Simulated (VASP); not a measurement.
Input for VASP

### POSCAR
```
Tl
1.0
  1.5630125068  -2.7072177165   0.0000000000
  1.5630125068   2.7072177165   0.0000000000
  0.0000000000   0.0000000000   5.0154457915
Tl
2
Cart
  1.5630125068   0.9024077103   1.2538614479
  1.5630125068  -0.9024077103   3.7615843436
```

### KPOINTS
```
Automatic mesh
0
Gamma
13 13 7
0 0 0
```

**INCAR**
```
SYSTEM = Tl
PREC = Accurate
ENCUT = 500
EDIFF = 1E-6
NELM = 100
ALGO = Normal
LREAL = .FALSE.
LASPH = .TRUE.
ISMEAR = 1
SIGMA = 0.1
GGA = PE
LMAXMIX = 4
LWAVE = .FALSE.
LCHARG = .FALSE.
IBRION = 2
ISIF = 3
NSW = 40
EDIFFG = -0.02
PSTRESS = 450
```

POTCAR, in this order: Tl_d (PBE.64 set). Program: vasp_std.

Q: Translate this PBE calculation to Ansatz.

A: One equivalent input (not run):
Ansatz 0.2 input:
```yaml
crystal:
  lattice:
    - [1.5630125, -2.7072177, 0.0000000]
    - [1.5630125, 2.7072177, 0.0000000]
    - [0.0000000, 0.0000000, 5.0154458]
  atoms:
    - { symbol: Tl, position: [0.3333330, 0.6666670, 0.2500000] }
    - { symbol: Tl, position: [0.6666670, 0.3333330, 0.7500000] }
kpoints:
  mp_grid: { grid: [13, 13, 7] }
hamiltonian:
  xc: pbe
  pseudopotentials: { kind: paw }
scf:
  occupations: { method: methfessel_paxton, width: 0.1 }
  max_iter: 100
relax:
  max_steps: 40
  f_tol: 0.02
  cell: { p_target: 45 }
output: { forces: true, stress: true, eigenvalues: true }
```
What does not carry over: each code has its own PAW files, so the cut-off isn't converted (ENCUT is set for VASP's; basis.ecutwfc is left out, and Ansatz then takes the one that its files recommend); Ansatz stops its SCF on the density residual and VASP on the energy change (EDIFF).

The compound is Tl in the hcp structure. This run relaxes it under an external pressure of 45 GPa. Symmetry was kept, so distortions that lower it aren't found.
